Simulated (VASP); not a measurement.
Here is the system:

```
CELL_PARAMETERS angstrom
      2.83792     0.00000     0.00000
      0.00000     2.83792     0.00000
      0.00000     0.00000     3.72073
ATOMIC_POSITIONS crystal
  Cu 0.00000 0.00000 0.00000
  Au 0.50000 0.50000 0.50000
```

All values below come from PBE GGA, VASP's PBE PAW potentials (set 64) (plane waves; VASP). Settings: 480 eV cut-off, 12×12×10 Γ-centred mesh, first-order Methfessel-Paxton smearing of 0.10 eV, potentials Cu Au.

Energy and stress use the plane-wave basis of the starting cell.

Problem. The ions, cell shape and volume at an external pressure of 10.0 GPa are relaxed. What does this cell relax into?

Solution. 
```
CELL_PARAMETERS angstrom
      2.84066     0.00000     0.00000
      0.00000     2.84066     0.00000
      0.00000     0.00000     3.49943
ATOMIC_POSITIONS crystal
  Cu 0.00000 0.00000 0.00000
  Au 0.50000 0.50000 0.50000
```
Space group P4/mmm (123), at a tolerance of 0.03 Å.

Problem. How do energy and volume change from the first to the last step?

Solution. The energy (σ→0) changes by +21.4 meV/atom and the volume by -5.8 %, in 12 ionic steps.

The compound is CuAu in the L1_0 structure. This run relaxes it under an external pressure of 10 GPa. Symmetry was kept, so distortions that lower it aren't found.
